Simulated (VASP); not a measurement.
**Mg6MnSi under changes of volume**

One of the cells (20.045 Å³/atom); the others are scaled copies at fixed shape and fractional positions:

```
Mn Si Mg
1.0
     4.82034    0.00000    0.00000
     0.00000    3.11524    5.33943
     0.00000   -3.11524    5.33943
Mn Si Mg
1 1 6
Direct
  0.00000 0.82259 0.82259
  0.50000 0.68124 0.68124
  0.50000 0.16674 0.16674
  0.50000 0.66990 0.15258
  0.50000 0.15258 0.66990
  0.00000 0.33423 0.33423
  0.00000 0.83107 0.34165
  0.00000 0.34165 0.83107
```

The cell comes from a database or a generator and needn't be the stable form of this composition.

| Item | Value |
| --- | --- |
| Program | VASP 6.6.1 |
| Functional | PBE |
| Potentials or basis | VASP PAW PBE potentials, release 64 (Mn_pv, Si, Mg) |
| Cutoff | 520 eV |
| k mesh | 6 × 5 × 5 |
| Occupations | fermi-dirac, width 0.05 eV |
| Spin | collinear spin, ferromagnetic start |
| Starting moments | [4.0, 0.0, 0.0, 0.0, 0.0, 0.0, 0.0, 0.0] μB |

```csv
volume (Å³/atom),energy over the lowest point (meV/atom),pressure (GPa),moment (μB per cell),largest force (eV/Å)
18.473,10.15,3.2,3.19,0.120
18.866,3.77,2.0,3.25,0.091
19.259,0.10,0.9,3.29,0.064
20.045,0.00,-0.9,3.37,0.033
20.438,3.13,-1.7,3.40,0.035
20.831,?,?,?,?
```

Task: What does the run at 20.831 Å³/atom give?

Result: Energy over the lowest point 8.11 meV/atom; pressure -2.4 GPa; moment 3.44 μB per cell; largest force 0.035 eV/Å.

Worked out: A Birch-Murnaghan fit of order 3 (a polynomial in V^(-2/3)) to the other rows has its minimum at 19.65 Å³/atom with B0 = V·E''(V) = 46 GPa and B' = 3.7 at fixed shape and positions, which overstates the stiffness. It gives 8.14 meV/atom at 20.831 Å³/atom, against the run's 8.11, and -dE/dV = -2.4 GPa, against -2.4. A parabola through the other rows of the moment, of slope 0.0523 μB per Å³/atom there, extrapolates to 3.42 μB, against the run's 3.44.

Energies are extrapolated to zero smearing.
